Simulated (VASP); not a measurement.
All values below come from PBE GGA, VASP's PBE PAW potentials (set 64) (plane waves; VASP 6.6.1).

The input files of a VASP run:

POSCAR:
```
Ga2O3
6.3011790
  0.9705602713  -0.2408580997   0.0000000000
  0.9705602713   0.2408580997   0.0000000000
 -0.2187828659   0.0000000000   0.8931263498
Ga O
4 6
Direct
  0.3411600000   0.3411600000   0.6852700000
  0.6588400000   0.6588400000   0.3147300000
  0.9095300000   0.9095300000   0.2052100000
  0.0904700000   0.0904700000   0.7947900000
  0.5035300000   0.5035300000   0.7433400000
  0.4964700000   0.4964700000   0.2566600000
  0.8266300000   0.8266300000   0.4367700000
  0.1733700000   0.1733700000   0.5632300000
  0.1645000000   0.1645000000   0.1091500000
  0.8355000000   0.8355000000   0.8908500000
```

**KPOINTS**
```
Automatic mesh
0
Gamma
6 6 3
0 0 0
```

INCAR:
```
SYSTEM = Ga2O3
PREC = Accurate
ENCUT = 400
EDIFF = 1E-6
NELM = 100
ALGO = Normal
LREAL = .FALSE.
LASPH = .TRUE.
ISMEAR = 0
SIGMA = 0.01
GGA = PE
LMAXMIX = 4
LWAVE = .FALSE.
LCHARG = .FALSE.
ISIF = 2
ISYM = 0
```

POTCAR, in this order: Ga_d O (PBE.64 set). Program: vasp_std.

What VASP printed:

OUTCAR:
```
 ion  position               nearest neighbor table
   1  0.341  0.341  0.685-   5 1.93  10 1.94  10 1.94   8 2.01   7 2.07   7 2.07
   2  0.659  0.659  0.315-   6 1.93   9 1.94   9 1.94   7 2.01   8 2.07   8 2.07
   3  0.910  0.910  0.205-  10 1.83   6 1.84   6 1.84   7 1.86
   4  0.090  0.090  0.795-   9 1.83   5 1.84   5 1.84   8 1.86
   5  0.504  0.504  0.743-   4 1.84   4 1.84   1 1.93
   6  0.496  0.496  0.257-   3 1.84   3 1.84   2 1.93
   7  0.827  0.827  0.437-   3 1.86   2 2.01   1 2.07   1 2.07
   8  0.173  0.173  0.563-   4 1.86   1 2.01   2 2.07   2 2.07
   9  0.164  0.164  0.109-   4 1.83   2 1.94   2 1.94
  10  0.836  0.836  0.891-   3 1.83   1 1.94   1 1.94
 Subroutine IBZKPT returns following result:
 Found     56 irreducible k-points:

 Following reciprocal coordinates:
            Coordinates               Weight
  0.000000  0.000000  0.000000      1.000000
  0.166667  0.000000 -0.000000      2.000000
  0.000000 -0.166667  0.000000      2.000000
  0.333333  0.000000 -0.000000      2.000000
 -0.000000 -0.333333  0.000000      2.000000
  0.500000 -0.000000 -0.000000      1.000000
 -0.000000  0.500000 -0.000000      1.000000
  0.166667  0.166667 -0.000000      2.000000
  0.333333  0.166667 -0.000000      2.000000
 -0.166667 -0.333333  0.000000      2.000000
  0.500000  0.166667 -0.000000      2.000000
 -0.166667  0.500000  0.000000      2.000000
 -0.333333  0.166667  0.000000      2.000000
 -0.166667  0.333333  0.000000      2.000000
 -0.166667  0.166667  0.000000      2.000000
  0.333333  0.333333 -0.000000      2.000000
  0.500000  0.333333 -0.000000      2.000000
 -0.333333  0.500000  0.000000      2.000000
 -0.333333  0.333333  0.000000      2.000000
  0.500000  0.500000 -0.000000      1.000000
  0.000000  0.000000  0.333333      2.000000
  0.166667  0.000000  0.333333      2.000000
  0.000000 -0.166667 -0.333333      2.000000
  0.333333  0.000000  0.333333      2.000000
...
```

### OSZICAR
```
       N       E                     dE             d eps       ncg     rms          rms(c)
DAV:   1     0.109472290323E+04    0.10947E+04   -0.34910E+04  6624   0.266E+03
DAV:   2     0.148171879313E+03   -0.94655E+03   -0.90741E+03  6384   0.712E+02
DAV:   3    -0.528239320520E+02   -0.20100E+03   -0.19613E+03  6636   0.235E+02
DAV:   4    -0.682705896821E+02   -0.15447E+02   -0.15313E+02  7676   0.712E+01
DAV:   5    -0.687036985279E+02   -0.43311E+00   -0.43202E+00  7316   0.117E+01    0.174E+01
DAV:   6    -0.595117129060E+02    0.91920E+01   -0.34360E+01 11084   0.644E+01    0.495E+00
DAV:   7    -0.596799412848E+02   -0.16823E+00   -0.32994E+00  6456   0.100E+01    0.349E+00
DAV:   8    -0.596530888704E+02    0.26852E-01   -0.52383E-01  8884   0.709E+00    0.118E+00
DAV:   9    -0.596221211278E+02    0.30968E-01   -0.14375E-01  9152   0.490E+00    0.258E-01
DAV:  10    -0.596232065802E+02   -0.10855E-02   -0.21298E-02  8848   0.137E+00    0.148E-01
DAV:  11    -0.596235721975E+02   -0.36562E-03   -0.30720E-03  6796   0.734E-01    0.901E-02
DAV:  12    -0.596236567091E+02   -0.84512E-04   -0.12092E-03  8708   0.509E-01    0.244E-02
DAV:  13    -0.596236680873E+02   -0.11378E-04   -0.18349E-04  8884   0.122E-01    0.124E-02
DAV:  14    -0.596236699402E+02   -0.18529E-05   -0.63372E-05  8000   0.677E-02    0.925E-03
DAV:  15    -0.596236690134E+02    0.92674E-06   -0.66382E-06  7212   0.306E-02
   1 F= -.59623669E+02 E0= -.59623669E+02  d E =-.581839E-68
```

**OUTCAR**
```
------------------------ aborting loop because EDIFF is reached ----------------------------------------
  FORCE on cell =-STRESS in cart. coord.  units (eV):
  Direction    XX          YY          ZZ          XY          YZ          ZX
  --------------------------------------------------------------------------------------
  Total        2.4107058      2.9981676      2.4523869     -0.0000119     -0.0000080      0.1598727
  in kB       36.9711266     45.9805726     37.6103562     -0.0001830     -0.0001232      2.4518432
  external PRESSURE =      40.1873518 kB  Pullay stress =       0.0000000 kB
  volume of cell :      104.47
      direct lattice vectors                 reciprocal lattice vectors
     6.115674000 -1.517690000  0.000000000     0.081757137 -0.329448043  0.020027470
     6.115674000  1.517690000  0.000000000     0.081757137  0.329448043  0.020027470
    -1.378590000  0.000000000  5.627749000     0.000000000  0.000000000  0.177690938
 POSITION                                       TOTAL-FORCE (eV/Angst)
 -----------------------------------------------------------------------------------
      3.22814      0.00000      3.85653         0.041896     -0.000005      0.036390
      7.62462      0.00000      1.77122        -0.041902     -0.000005     -0.036380
     10.84188      0.00000      1.15487        -0.014078     -0.000002     -0.019443
      0.01088      0.00000      4.47288         0.014089      0.000005      0.019445
      5.13409      0.00000      4.18333        -0.047943      0.000005     -0.043872
      5.71867      0.00000      1.44442         0.047919     -0.000005      0.043857
      9.50867      0.00000      2.45803         0.062340      0.000006      0.011663
      1.34409      0.00000      3.16972        -0.062331     -0.000001     -0.011664
      1.86158      0.00000      0.61427         0.223681      0.000001     -0.010903
      8.99117      0.00000      5.01348        -0.223671      0.000001      0.010907
 -----------------------------------------------------------------------------------
    total drift:                                0.000001      0.000004      0.000004
  FREE ENERGIE OF THE ION-ELECTRON SYSTEM (eV)
  ---------------------------------------------------
  free  energy   TOTEN  =       -59.6236690134 eV

  energy  without entropy=      -59.6236690134  energy(sigma->0) =      -59.62366901
```
(Selected blocks of OUTCAR.)

### OUTCAR
```
 val. band max:        3.8736600098   @ k =   0.0000   0.0000   0.0000

 cond. band min:       6.2986793286   @ k =   0.0000   0.0000   0.0000


 Fermi energy:         3.9950097871

 k-point     1 :       0.0000    0.0000    0.0000
  band No.  band energies     occupation
      1     -15.0708      2.00000
      2     -13.8727      2.00000
      3     -13.8584      2.00000
      4     -13.7566      2.00000
      5     -13.2791      2.00000
      6     -13.2573      2.00000
      7      -8.9582      2.00000
      8      -8.9218      2.00000
      9      -8.9163      2.00000
     10      -8.8685      2.00000
     11      -8.7383      2.00000
     12      -8.7295      2.00000
     13      -8.7217      2.00000
     14      -8.7119      2.00000
     15      -8.6611      2.00000
     16      -8.5250      2.00000
     17      -8.5203      2.00000
     18      -8.5123      2.00000
     19      -8.4832      2.00000
     20      -8.4709      2.00000
     21      -8.4504      2.00000
     22      -8.4385      2.00000
     23      -8.3802      2.00000
     24      -8.3070      2.00000
     25      -8.1534      2.00000
     26      -8.1136      2.00000
     27      -3.1432      2.00000
     28      -2.0599      2.00000
     29      -0.8692      2.00000
     30      -0.2982      2.00000
     31       0.3651      2.00000
     32       1.2410      2.00000
     33       1.3037      2.00000
     34       1.6623      2.00000
     35       1.8981      2.00000
     36       2.0193      2.00000
     37       2.2526      2.00000
     38       2.2894      2.00000
     39       2.9451      2.00000
     40       3.2090      2.00000
     41       3.2094      2.00000
     42       3.4048      2.00000
     43       3.6104      2.00000
     44       3.8737      2.00000
     45       6.2987      0.00000
     46       9.6027      0.00000
     47      10.6615      0.00000
     48      10.6789      0.00000
     49      11.7077      0.00000
     50      12.6614      0.00000
     51      13.3211      0.00000
...
```

At this cut-off the stress carries a Pulay error, which pulls relaxed volumes low.

The structure comes from a computed database's Ga2O3 entry; how it stands against other phases isn't given here. The cell was not relaxed at this level. The run is one of a series of settings (ISYM = 0 against the base run), some of them coarse on purpose.
